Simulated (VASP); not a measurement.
Runs of VASP 6.6.1 on RuCl2. It takes space group P-3m1 (No. 164, trigonal). Conventional cell: a = 3.550 Å, b = 3.550 Å, c = 5.726 Å, α = 90.00°, β = 90.00°, γ = 120.00°. Ru (site symmetry -3m) is surrounded by 6 Cl at 2.51 Å. Cl (site symmetry 3m) has 3 Ru at 2.51 Å as nearest neighbours. The cell comes from a database or a generator and needn't be the stable form of this composition.

```csv
level,spin,U,fixed moment (μB),gap on the mesh (eV),pressure (GPa),moment (μB),largest force (eV/Å)
PBE,"collinear, ferromagnetic start",-,4,-,8.7,4.00,0.93
PBE+U,"collinear, zero start",Ru d U = 4 eV,-,2.68,-2.0,0.00,1.00
PBE+U,"collinear, random start",Ru d U = 4 eV,-,2.68,-2.0,0.00,1.00
PBE,"collinear, zero start",-,-,0.67,(a),0.00,(b)
PBE+U,off,Ru d U = 4 eV,-,2.68,-2.0,-,1.00
```

Alike in all rows: task single point; potentials or basis VASP PAW PBE potentials, release 64 (Ru_pv, Cl); cell as given; k mesh 6 × 6 × 4; cutoff (eV) 520; smearing gaussian 0.05 eV.

Task: Fill in the values left out.

Result: (a) -6.0; (b) 1.62.

Caveats: forces of over 1 eV/Å show positions far from the minimum, so gaps and moduli don't describe the material at rest (some runs); the moment is held away from its start (some runs); the total moment is fixed, so each spin has its own Fermi level (some runs).

A k mesh can miss the band edges, and the runs leave out spin-orbit coupling on Ru.
